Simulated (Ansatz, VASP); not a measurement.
**Ba2TeS in two plane-wave programs**

Aim: how closely do two programs agree when they are given the same cell, functional and k mesh? The cell is invented: As first built, before any earlier steps moved the atoms (in the runner's words): it takes the BaTe structure with some of its atoms replaced by other elements, volume scaled by an estimate. It may not be a known or stable phase. The cell is taken from a series of VASP runs on this material, whose earlier steps may have relaxed, scaled or displaced it; both programs get it as it stands.

Method: plane waves, with VASP 6.6.1 beside it; band structure at r2SCAN with D4 and single point at r2SCAN with D4, in Ansatz 0.2.0.

### Step 1. Set-up

The structure is orthorhombic, space group Pmm2 (No. 25). The conventional cell has a = 4.798 Å, b = 6.784 Å, c = 4.797 Å, α = 90.00°, β = 90.00°, γ = 90.00°. Ba has 4 S at 3.39 Å and 2 Te at 3.39 Å nearest. Nearest to Ba lie 4 Te at 3.39 Å and 2 S at 3.39 Å. Nearest to Te lie 6 Ba at 3.39 Å. S has 6 Ba at 3.39 Å nearest. As first built, before any earlier steps moved the atoms (in the runner's words): sites of the BaTe structure (space group 225) filled with other elements, volume scaled by an estimate. Farther neighbours and most contacts between anions are not listed.

Structure file:

```cif
data_structure
_symmetry_space_group_name_H-M 'Pmm2'
_symmetry_Int_Tables_number 25
_cell_length_a 4.7976
_cell_length_b 6.7839
_cell_length_c 4.7974
_cell_angle_alpha 90.000
_cell_angle_beta 90.000
_cell_angle_gamma 90.000
_cell_volume 156.14
loop_
_atom_site_label
_atom_site_type_symbol
_atom_site_symmetry_multiplicity
_atom_site_Wyckoff_symbol
_atom_site_fract_x
_atom_site_fract_y
_atom_site_fract_z
_atom_site_occupancy
Ba1 Ba 1 c 0.50000 0.00000 0.49899 1
Ba2 Ba 1 b 0.00000 0.50000 0.00010 1
Te1 Te 1 d 0.50000 0.50000 0.49991 1
S1 S 1 a 0.00000 0.00000 0.99832 1
```

### Step 2. VASP: band structure, r2SCAN with D4

Levels along a path test the potential and the projectors away from the mesh points.

Lines of VASP's logs that name or quote its potential files are left out, and so is its time.

INCAR

```
SYSTEM = Ba2TeS
PREC = Accurate
ENCUT = 400
EDIFF = 1E-06
NELM = 100
ISMEAR = 0
SIGMA = 0.05
LREAL = .FALSE.
ALGO = Normal
METAGGA = R2SCAN
IVDW = 13
VDW_S6 = 1
VDW_S8 = 0.6018749
VDW_A1 = 0.51559235
VDW_A2 = 5.77342911
LASPH = .TRUE.
NBANDS = 30
LORBIT = 11
LWAVE = .FALSE.
LCHARG = .FALSE.
KPAR = 2
```

POSCAR

```
Ba2TeS
1.0
    4.7975877600      0.0000000000      0.0000000000
    0.0000000000      6.7839051900      0.0000000000
    0.0000000000      0.0000000000      4.7974472500
Ba Te S
2 1 1
Direct
    0.5000000000      0.0000000000      0.4989927380
    0.0000000000      0.5000000000      0.0000961200
    0.5000000000      0.5000000000      0.4999141800
    0.0000000000      0.0000000000      0.9983179620
```

KPOINTS

```
Automatic mesh
0
Gamma
6 4 6
0 0 0
```

KPOINTS_OPT

```
Line mode
16
Line-mode
Reciprocal
  0.00000000   0.00000000   0.00000000 GAMMA
  0.50000000   0.00000000   0.00000000 X

  0.50000000   0.00000000   0.00000000 X
  0.50000000   0.00000000   0.50000000 M

  0.50000000   0.00000000   0.50000000 M
  0.00000000   0.00000000   0.00000000 GAMMA

  0.00000000   0.00000000   0.00000000 GAMMA
  0.00000000   0.50000000   0.00000000 Z

  0.00000000   0.50000000   0.00000000 Z
  0.50000000   0.50000000   0.00000000 R

  0.50000000   0.50000000   0.00000000 R
  0.50000000   0.50000000   0.50000000 A

  0.50000000   0.50000000   0.50000000 A
  0.00000000   0.50000000   0.00000000 Z

  0.50000000   0.00000000   0.00000000 X
  0.50000000   0.50000000   0.00000000 R

  0.50000000   0.00000000   0.50000000 M
  0.50000000   0.50000000   0.50000000 A
```

The projector-augmented-wave data sets are Ba_sv, Te and S (PBE family, release 64).

Launch:

```console
$ mpirun -np 2 vasp_std
```

Numbers of over 12 decimals in the logs are rounded to 6 here.

The log of the run:

```text
[banner, memory and clock lines left out]
running    2 mpi-ranks, on    1 nodes
 distrk:  each k-point on    1 cores,    2 groups
 distr:  one band on    1 cores,    1 groups

 POSCAR found type information on POSCAR BaTeS
 POSCAR found :  3 types and       4 ions
|                                                                             |
|               ----> ADVICE to this user running VASP <----                  |
|                                                                             |
|     You enforced a specific xc type in the INCAR file but a different       |
|     [... a line on the potential file left out ...]
|     I HOPE YOU KNOW WHAT YOU ARE DOING!                                     |
|                                                                             |

 LDA part: xc-table for (None), standard interpolation
 POSCAR, INCAR and KPOINTS ok, starting setup
 FFT: planning ... GRIDC
 FFT: planning ... GRID_SOFT
 FFT: planning ... GRID
 WAVECAR not read
 entering main loop
       N       E                     dE             d eps       ncg     rms          rms(c)
DAV:   1     0.866935934645E+02    0.86694E+02   -0.11036E+04  2880   0.740E+02
DAV:   2    -0.904186934769E+02   -0.17711E+03   -0.16476E+03  3982   0.167E+02
DAV:   3    -0.102145187116E+03   -0.11726E+02   -0.11611E+02  3874   0.441E+01
DAV:   4    -0.102511038440E+03   -0.36585E+00   -0.36512E+00  4282   0.689E+00
DAV:   5    -0.102515812471E+03   -0.47740E-02   -0.47732E-02  3740   0.691E-01    0.622E+00
DAV:   6    -0.948398655757E+02    0.76759E+01   -0.26136E+00  3794   0.720E+00    0.454E+00
DAV:   7    -0.948479164441E+02   -0.80509E-02   -0.72689E-01  3708   0.338E+00    0.288E+00
DAV:   8    -0.948609876963E+02   -0.13071E-01   -0.54557E-02  3262   0.104E+00    0.193E+00
DAV:   9    -0.948707060488E+02   -0.97184E-02   -0.18023E-02  3234   0.716E-01    0.373E-01
DAV:  10    -0.948705622281E+02    0.14382E-03   -0.46098E-04  3862   0.111E-01    0.201E-01
DAV:  11    -0.948710453395E+02   -0.48311E-03   -0.89669E-04  3282   0.154E-01    0.809E-02
DAV:  12    -0.948710127595E+02    0.32580E-04   -0.10085E-04  3288   0.434E-02    0.597E-02
DAV:  13    -0.948710144067E+02   -0.16471E-05   -0.13806E-05  3176   0.126E-02    0.243E-02
DAV:  14    -0.948710204996E+02   -0.60929E-05   -0.11696E-05  3222   0.172E-02    0.507E-03
DAV:  15    -0.948710210915E+02   -0.59190E-06   -0.83889E-07  2708   0.335E-03
   1 F= -.95208589E+02 E0= -.95208589E+02  d E =-.968875E-15
 Start KPOINTS_OPT (optional k-point list driver)
k-point batch [1-48\144]
       N       E                     dE             ncg
DAV:   1    -0.327848666828E+04   -0.27057E+05     2880
DAV:   2    -0.118250478644E+05   -0.85466E+04     3966
DAV:   3    -0.123323359660E+05   -0.50729E+03     3696
DAV:   4    -0.123446541875E+05   -0.12318E+02     4104
DAV:   5    -0.123447878821E+05   -0.13369E+00     3532
DAV:   6    -0.123447923769E+05   -0.44948E-02     3880
DAV:   7    -0.123447925637E+05   -0.18678E-03     3384
DAV:   8    -0.123447925709E+05   -0.72205E-05     2550
DAV:   9    -0.123447925713E+05   -0.39954E-06     2036
[...]
k-point batch [97-144\144]
       N       E                     dE             ncg
DAV:   1    -0.347204486995E+04   -0.36353E+05     2880
DAV:   2    -0.119730818386E+05   -0.85010E+04     3940
DAV:   3    -0.124670215660E+05   -0.49394E+03     3806
DAV:   4    -0.124820241960E+05   -0.15003E+02     4344
DAV:   5    -0.124821557736E+05   -0.13158E+00     3686
DAV:   6    -0.124821587490E+05   -0.29754E-02     4134
DAV:   7    -0.124821588001E+05   -0.51118E-04     3552
DAV:   8    -0.124821588023E+05   -0.21887E-05     2798
DAV:   9    -0.124821588025E+05   -0.18367E-06     2226
```

OUTCAR, selected parts (step 2):

```text
ion  position               nearest neighbor table
   1  0.500  0.000  0.499-   4 3.39   4 3.39   3 3.39   3 3.39   4 3.39   4 3.39
   2  0.000  0.500  0.000-   3 3.39   3 3.39   4 3.39   4 3.39   3 3.39   3 3.39
   3  0.500  0.500  0.500-   2 3.39   2 3.39   1 3.39   1 3.39   2 3.39   2 3.39
   4  0.000  0.000  0.998-   1 3.39   1 3.39   2 3.39   2 3.39   1 3.39   1 3.39

  LATTYP: Found a simple orthorhombic cell.
 ALAT       =     4.7974472500
 B/A-ratio  =     1.0000292885
 C/A-ratio  =     1.4140656137

 Subroutine GETGRP returns: Found  4 space group operations
 (whereof  4 operations were pure point group operations)

The static configuration has the point symmetry C_2v.

 Found     48 irreducible k-points:

   k-points           NKPTS =     48   k-points in BZ     NKDIM =     48   number of bands    NBANDS=     30

   dimension x,y,z NGX =    32 NGY =   48 NGZ =   32
   dimension x,y,z NGXF=    64 NGYF=   96 NGZF=   64

   ENCUT  =  400.0 eV  29.40 Ry    5.42 a.u.   7.82 11.06  7.82*2*pi/ulx,y,z

   NELECT =      32.0000    total number of electrons

 k-points in reciprocal lattice and weights: Automatic mesh
   0.00000000  0.00000000  0.00000000       0.007
   0.16666667  0.00000000  0.00000000       0.014
   0.33333333  0.00000000  0.00000000       0.014
   0.50000000  0.00000000  0.00000000       0.007
   0.00000000  0.25000000  0.00000000       0.014
   0.16666667  0.25000000  0.00000000       0.028
   0.33333333  0.25000000  0.00000000       0.028
   0.50000000  0.25000000  0.00000000       0.014
   0.00000000  0.50000000  0.00000000       0.007
[...]
0.33333333  0.50000000  0.50000000       0.014
   0.50000000  0.50000000  0.50000000       0.007

 average (electrostatic) potential at core
       1 -42.3703       2 -42.2887       3 -95.6229       4 -90.4462

 E-fermi :   1.8092

 k-point     1 :       0.0000    0.0000    0.0000
  band No.  band energies     occupation
    ...
     12       1.2426      2.00000
     13       1.2427      2.00000
     14       1.5179      2.00000
     15       1.5506      2.00000
     16       1.5507      2.00000
     17       3.6152      0.00000
     18       5.1270      0.00000
     19       5.2611      0.00000
     20       5.2614      0.00000
     21       5.3593      0.00000
    ...

 k-point     2 :       0.1667    0.0000    0.0000
  band No.  band energies     occupation
    ...
     12       0.7934      2.00000
     13       1.0138      2.00000
     14       1.0470      2.00000
     15       1.2375      2.00000
     16       1.4170      2.00000
     17       4.1742      0.00000
     18       5.2413      0.00000
     19       5.4119      0.00000
     20       5.5662      0.00000
     21       5.8054      0.00000
    ...

 k-point     3 :       0.3333    0.0000    0.0000
  band No.  band energies     occupation
    ...
     12       0.4035      2.00000
     13       0.6205      2.00000
     14       0.7372      2.00000
     15       0.8409      2.00000
     16       1.1735      2.00000
     17       5.3805      0.00000
     18       5.4320      0.00000
     19       5.8509      0.00000
     20       6.1905      0.00000
     21       6.7638      0.00000
    ...

  DFT-D4 for vdW energy calculation

  Edisp (eV):   -0.33757

  Total      -0.03887     0.02820    -0.03826     0.00000     0.00000     0.00000
  in kB      -0.39885     0.28939    -0.39259     0.00000     0.00000     0.00000
  external pressure =       -0.17 kB  Pullay stress =        0.00 kB

  energy-cutoff  :      400.00
  volume of cell :      156.14
      direct lattice vectors                 reciprocal lattice vectors
     4.797587760  0.000000000  0.000000000     0.208438084  0.000000000  0.000000000
     0.000000000  6.783905190  0.000000000     0.000000000  0.147407720  0.000000000
     0.000000000  0.000000000  4.797447250     0.000000000  0.000000000  0.208444189

 POSITION                                       TOTAL-FORCE (eV/Angst)
 -----------------------------------------------------------------------------------
      2.39879      0.00000      2.39389         0.000000      0.000000      0.001119
      0.00000      3.39195      0.00046         0.000000      0.000000     -0.009460
      2.39879      3.39195      2.39831         0.000000      0.000000      0.001495
      0.00000      0.00000      4.78938         0.000000      0.000000      0.006847
 -----------------------------------------------------------------------------------
    total drift:                                0.000000      0.000000      0.000506

  FREE ENERGIE OF THE ION-ELECTRON SYSTEM (eV)
  ---------------------------------------------------
  free  energy   TOTEN  =       -95.2085891533 eV

  energy  without entropy=      -95.2085891533  energy(sigma->0) =      -95.20858915

 total charge
# of ion       s       p       d       tot
------------------------------------------
    1        2.015   5.627   0.219   7.861
    2        2.020   5.629   0.257   7.906
    3        1.348   2.230   0.004   3.583
    4        1.308   2.396   0.000   3.704
--------------------------------------------------
tot          6.690  15.883   0.480  23.053

[... 3 further parts left out ...]
```

Within 0.02 Å the cell has space group P4/mmm; at a tight tolerance a small distortion makes it Pmm2. Spin-orbit coupling is off here; with elements this heavy it splits and shifts levels by tenths of an eV or more. Harder data sets than Ba_sv exist (the GW ones), and pressures, volumes and forces can shift noticeably with them.

### Step 3. Ansatz: band structure, r2SCAN with D4

Ansatz runs on its default PAW (the set named soft_2) files.

The same cell, functional, mesh and smearing now go to Ansatz, which takes its cutoff from its data sets.

input.yaml

```yaml
crystal:
  lattice:
    - [4.79758776, 0.0, 0.0]
    - [0.0, 6.78390519, 0.0]
    - [0.0, 0.0, 4.79744725]
  atoms:
    - { symbol: Ba, position: [0.5, 0.0, 0.498992738] }
    - { symbol: Ba, position: [0.0, 0.5, 9.612e-05] }
    - { symbol: Te, position: [0.5, 0.5, 0.49991418] }
    - { symbol: S, position: [0.0, 0.0, 0.998317962] }
hamiltonian:
  xc: r2scan
  pseudopotentials: { kind: paw }
  dispersion: d4
kpoints:
  mp_grid: { grid: [6, 4, 6] }
  band_path:
    path:
      - [0.0, 0.0, 0.0]
      - [0.13333, 0.0, 0.0]
      - [0.3, 0.0, 0.0]
      - [0.46667, 0.0, 0.0]
      - [0.5, 0.0, 0.1]
      - [0.5, 0.0, 0.26667]
      - [0.5, 0.0, 0.43333]
      - [0.43333, 0.0, 0.43333]
      - [0.26667, 0.0, 0.26667]
      - [0.1, 0.0, 0.1]
      - [0.0, 0.03333, 0.0]
      - [0.0, 0.2, 0.0]
      - [0.0, 0.36667, 0.0]
      - [0.0, 0.5, 0.0]
      - [0.16667, 0.5, 0.0]
      - [0.3, 0.5, 0.0]
      - [0.46667, 0.5, 0.0]
      - [0.5, 0.5, 0.1]
      - [0.5, 0.5, 0.26667]
      - [0.5, 0.5, 0.43333]
      - [0.43333, 0.5, 0.43333]
      - [0.26667, 0.5, 0.26667]
      - [0.1, 0.5, 0.1]
      - [0.5, 0.03333, 0.0]
      - [0.5, 0.2, 0.0]
      - [0.5, 0.36667, 0.0]
      - [0.5, 0.0, 0.5]
      - [0.5, 0.16667, 0.5]
      - [0.5, 0.33333, 0.5]
      - [0.5, 0.5, 0.5]
    npoints: 1
scf:
  occupations: { method: gaussian, width: 0.05 }
  n_extra_bands: 8
output:
  forces: true
  stress: true
  eigenvalues: true
```

Launch:

```console
$ ansatz run input.yaml --threads 2 --pin off --max-ram 4608MiB --backend cpu --events-out ev --progress --plain --runs-dir out
```

The log of the run:

```text
scf.n_extra_bands = 8 over 21 filled bands (N_el = 42.0): the run solves 29 bands
Engine: ansatz 0.2.0, aarch64-unknown-linux-gnu
Pseudopotentials: kind: paw
Pseudopotential: Ba, paw, valence charge 10, recommended cutoff 500 eV (meta_gga), Ba.paw.azcp
Pseudopotential: Te, paw, valence charge 16, recommended cutoff 500 eV (meta_gga), Te.paw.azcp
Pseudopotential: S, paw, valence charge 6, recommended cutoff 500 eV (meta_gga), S.paw.azcp
Functional definition: r2SCAN
  parameter k0 = 0.174
  parameter k1 = 0.065
  parameter a1 = 4.9479
  exchange = r2scan_x(k0 = k0, k1 = k1, a1 = a1)
  correlation = r2scan_c
Crystal: 4 atoms, lattice volume = 156.140 Å³
Basis set: ecut = 500 eV, 3989 PW (Γ), exchange–correlation on 144×200×144 points (64 copies of the dense FFT grid, shifted against one another)
Bands: 29, of which v1, the nominal top of the filled ones, is band 21 counted from 1 (20 counted from 0)
Symmetry: 4 space group operations
Space group: Pmm2 (ITA 25), of the structure as read, at distance tolerance 5.4e-5 Å
k-points: 48 of 144 (time reversal used)
Non-local potential: Ba, projectors of the file, l = 0: 3, l = 1: 2, l = 2: 2, l = 3: 2
Non-local potential: Te, projectors of the file, l = 0: 2, l = 1: 2, l = 2: 2, l = 3: 2
Non-local potential: S, projectors of the file, l = 0: 2, l = 1: 2, l = 2: 2
PAW form: soft (Blöchl's): semilocal exchange-correlation on the pseudo side does not see the compensation charge
PAW frozen core: Ba, regenerated for the run's functional (the file was generated under x = pbe(κ = 0.804, μ = 0.219515), c = pbe(β = 0.066725))
PAW frozen core: Te, regenerated for the run's functional (the file was generated under x = pbe(κ = 0.804, μ = 0.219515), c = pbe(β = 0.066725))
PAW frozen core: S, regenerated for the run's functional (the file was generated under x = pbe(κ = 0.804, μ = 0.219515), c = pbe(β = 0.066725))
PAW one-centre angular grid: Ba, 302 points (default); XC on 160 Gauss nodes
PAW one-centre angular grid: Te, 590 points (default); XC on 160 Gauss nodes
PAW one-centre angular grid: S, 302 points (default); XC on 160 Gauss nodes
Initial density: superposition of atomic densities (neutral atoms: chi_scale 0, normalization atom), corrected by the library's trained network
Initial wavefunctions: pseudopotential atomic-orbital guess
Functional: x = r2scan, c = r2scan; τ floored in thin density (d = 2e-4 eV/Å³)
SCF iter   1: F=—  HF=-19838.542785 eV  |F-HF|=—  |Δ(HF+E_count)|=         —  Δρ=3.49e-3  dr2=2.45e-2  dr2_τ=6.49e-3  ethr=1.77e-3  ⟨swp⟩=9.9  Hψ=8208  notcnv=0  defer=7
preconditioner: auto → Resta (q_TF=auto, 2.192 Å⁻¹)  ε∞=2.7  [insulator: Δε(μ)=2.184 eV  Ē_g=12.122 eV  σ=0.050 eV  W_gap=1.00  n_scr=28 (ndim 8)  ℏωp=15.7 eV  f_vac=0.006  D(μ)=0.00/eV (n_scr^D=0)  ε∞_Penn≈2.7]
SCF iter   2: F=—  HF=-19838.628822 eV  |F-HF|=—  |Δ(HF+E_count)|=   8.60e-2  Δρ=1.82e-3  dr2=5.99e-3  dr2_τ=3.27e-4  ethr=5.83e-5  ⟨swp⟩=2.6  Hψ=2859  notcnv=0  defer=122
SCF iter   3: F=—  HF=-19838.627904 eV  |F-HF|=—  |Δ(HF+E_count)|=   9.18e-4  Δρ=3.34e-4  dr2=1.49e-4  dr2_τ=2.28e-5  ethr=1.43e-5  ⟨swp⟩=2.2  Hψ=2308  notcnv=0  defer=122
SCF iter   4: F=—  HF=-19838.627998 eV  |F-HF|=—  |Δ(HF+E_count)|=   9.44e-5  Δρ=1.12e-4  dr2=2.24e-5  dr2_τ=1.23e-6  ethr=3.55e-7  ⟨swp⟩=2.0  Hψ=1910  notcnv=0  defer=122
SCF iter   5: F=—  HF=-19838.628002 eV  |F-HF|=—  |Δ(HF+E_count)|=   4.20e-6  Δρ=2.74e-5  dr2=1.57e-6  dr2_τ=1.29e-7  ethr=5.33e-8  ⟨swp⟩=3.0  Hψ=2281  notcnv=0  defer=122
SCF iter   6: F=—  HF=-19838.628003 eV  |F-HF|=—  |Δ(HF+E_count)|=   1.02e-6  Δρ=8.06e-6  dr2=1.27e-7  dr2_τ=9.29e-9  ethr=3.73e-9  ⟨swp⟩=2.0  Hψ=1818  notcnv=0  defer=122
SCF iter   7: F=-19838.628003 eV  HF=-19838.628003 eV  |F-HF|=1.97e-9  |Δ(HF+E_count)|=   8.36e-8  Δρ=2.81e-6  dr2=1.58e-8  dr2_τ=1.01e-9  ethr=2.38e-10  ⟨swp⟩=11.3  Hψ=7501  notcnv=0
SCF 1 converged in 7 iterations: F = -19838.628003 eV  dr2 = 1.58e-8
  greatest PAW one-centre occupation: 0.997 electrons in one spin orbital (limit 2), on the Te atom at site 2 (counted from 0), in its partial waves of l = 2
NSCF: frozen V_eff on 30 k-points
SCF converged after 7 iterations
Free energy (F): -19838.628003 eV
Harris-Foulkes:  -19838.628003 eV  (|F-HF|=1.97e-9)
Internal energy: -19838.628003 eV  (E = F + TS)
E sigma→0 (E₀):  -19838.628003 eV
Fermi energy:    6.687645 eV
--- Per-component energies (eV) ---
  E_band       = -426.271230
  E_kinetic    = 624.188761
  E_local      = -2447.134936  (includes V_loc(G=0)·N_el)
  E_nonlocal   = -170.670804
  E_hartree    = 1256.613538
  E_xc         = -522.966887
  E_vxc        = -503.418293  (∫ρ·V_xc dr)
  E_paw        = -15799.561069  (= ΣΔE_a)
  E_vpaw       = -468.164549  (= ΣTr[D̂ρ^β])
  E_aug_tail   = -0.000037  (compensation charges beyond the density's cutoff)
  E_vtau       = 25.698618  (kinetic-family band-sum trace: ∫τ·v_τ [+ j·A + Jᵃ·Aᵃ] dr)
  E_ewald      = -2779.074111
  E_disp       = -0.338377  (pairwise vdW)
  E_core_change = 0.315921  (= ΣΔE_core)
  E_smearing   = -0.000000  (= −TS)
  E_closure    = -0.000000  (closes the sum)
  Σ components = -19838.628003   (vs F -19838.628003, Δ=0.00e0)
--- Forces (eV/Å), atoms counted from 1 ---
  atom   1  Ba     0.00000000     0.00000000     0.00121256
  atom   2  Ba    -0.00000000    -0.00000000    -0.00921246
  atom   3  Te    -0.00000000    -0.00000000     0.00144882
  atom   4  S     -0.00000000    -0.00000000     0.00654234
  max |Σ_I F_I| component: 8.74e-6 eV/Å
--- Stress (GPa, compression-positive) ---
       -0.431188       0.000000       0.000000
        0.000000      -0.366279       0.000000
        0.000000       0.000000      -0.430461
  P = ⅓ Tr σ = -0.4093 GPa (-4.093 kbar)
--- Band table (eV; the first three rows and the last of 48) ---
  k-point 0: bands = [... 17 lower, 5.3412, 5.5876, 5.6132, 5.6133, 7.7613, 9.2730, 9.4069, 9.4072, ... 4 higher]
  k-point 1: bands = [... 17 lower, 5.1110, 5.1510, 5.3254, 5.4972, 8.2978, 9.3610, 9.5504, 9.7096, ... 4 higher]
  k-point 2: bands = [... 17 lower, 4.7346, 4.8617, 4.9582, 5.2751, 9.4651, 9.5232, 9.9696, 10.3211, ... 4 higher]
  k-point 47: bands = [... 17 lower, 4.8209, 4.8210, 4.9946, 4.9946, 9.5203, 9.5204, 10.1235, 10.1235, ... 4 higher]
```

Wall time 42 s (2 threads of Arm Neoverse V1, shared host); peak memory 0.71 GiB; 84 s of CPU time.

[end of part 1 of 2]

[Lines on the potential files, build, host, timing and source positions are cut from VASP's logs without a mark.]

[Logs are printed without paths, hosts, clocks, repeated set-up lines and the standing remarks that a program may print on its own settings, such as how far it seeks lower states.]

[Hosts, paths, dates, database ids (printed as entryN), source tags and the programs' standing remarks are cut or masked in the printed files.]
